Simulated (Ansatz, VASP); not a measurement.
**HfMg3 in VASP and in Ansatz**

The input INCAR:

```
SYSTEM = HfMg3
PREC = Accurate
ENCUT = 520
EDIFF = 1E-7
ISMEAR = -1
SIGMA = 0.05
LREAL = .False.
LASPH = .True.
NELM = 100
ALGO = Normal
ISIF = 2
LWAVE = .False.
LCHARG = .False.
GGA = PE
NBANDS = 16
```

File KPOINTS:

```
regular mesh
0
Gamma
  8 8 8
  0 0 0
```

POSCAR

```
HfMg3
1.0
   -2.2556504782      2.2556504782      4.5436349256
    2.2556504782     -2.2556504782      4.5436349256
    2.2556504782      2.2556504782     -4.5436349256
Hf Mg
1 3
Direct
    0.0000000000      0.0000000000      0.0000000000
    0.7500000000      0.2500000000      0.5000000000
    0.2500000000      0.7500000000      0.5000000000
    0.5000000000      0.5000000000      0.0000000000
```

File input.yaml:

```yaml
crystal:
  lattice:
    - [-2.2556504782, 2.2556504782, 4.5436349256]
    - [2.2556504782, -2.2556504782, 4.5436349256]
    - [2.2556504782, 2.2556504782, -4.5436349256]
  atoms:
    - { symbol: Hf, position: [0.0, 0.0, 0.0] }
    - { symbol: Mg, position: [0.75, 0.25, 0.5] }
    - { symbol: Mg, position: [0.25, 0.75, 0.5] }
    - { symbol: Mg, position: [0.5, 0.5, 0.0] }
hamiltonian:
  xc: pbe
  pseudopotentials: { kind: paw }
kpoints:
  mp_grid: { grid: [8, 8, 8] }
scf:
  occupations: { method: fermi_dirac, width: 0.05 }
output:
  forces: true
  stress: true
  eigenvalues: true
```

Change from the starting cell: volume scaled by 1.04.

Alike in both runs: task single point; functional PBE; k mesh 8 × 8 × 8; occupations fermi-dirac, width 0.05 eV; no spin polarisation.

|  | VASP | Ansatz |
| --- | --- | --- |
| version | VASP 6.6.1 | Ansatz 0.2.0 |
| potentials or method | VASP PAW PBE potentials, release 64 (Hf_pv, Mg) | Ansatz PAW |
| plane-wave cutoff (eV) | 520 | 420 |
| valence electrons in the cell | 16 | 56 |

```tsv
	VASP	Ansatz	Ansatz less VASP
gap on the k mesh at the Fermi level (eV)	none	none	-
pressure (GPa)	-2.1	-1.9	+0.14
largest component of the traceless stress (GPa)	0.94	0.92	-0.020
```

A gap of «none» marks a metal or a gap that the smearing closes. The two sets of potentials don't hold the same shells in valence.

Spin-orbit coupling is left out, which matters for the levels of Hf.
